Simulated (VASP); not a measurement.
# HfB (relaxed from the NiAs type structure, space group P6_3/mmc): computed properties

The numbers are results of PBEsol GGA, VASP's PBE PAW potentials (set 64) (plane waves; VASP), not measurements.

For HfB, the space group comes out as P6_3/mmc (194) and the cell is a = b = 3.306 Å, c = 6.096 Å, α = β = 90.00°, γ = 120.00°. The volume per atom comes out as 14.43 Å³/atom. The band gap (over mesh and band path) is none (metal, semimetal or under 0.01 eV) and the density is 10.89 g/cm³.

HfB is taken in the hexagonal space group P6₃/mmc (No. 194), the NiAs type structure, Pearson symbol hP4. Conventional cell: a = 3.306 Å, b = 3.306 Å, c = 6.096 Å, α = 90.00°, β = 90.00°, γ = 120.00°. Hf on 2a is coordinated by 6 B at 2.443 Å (octahedral). B on 2c sees 6 Hf at 2.443 Å (trigonal prismatic). (Neighbours: up to the widest gap in distance over summed covalent radii, below 1.35, at either atom; cation-cation and far metal-metal contacts left out.)

Unless said otherwise, spin-orbit coupling is left out, though it shifts the bands of the heavy elements here.

The structure was generated: HfB was put into the NiAs type type (P6_3/mmc), which need not be its known phase. It was relaxed first, which changed the volume by -32 %. Symmetry was kept, so distortions that lower it aren't found.
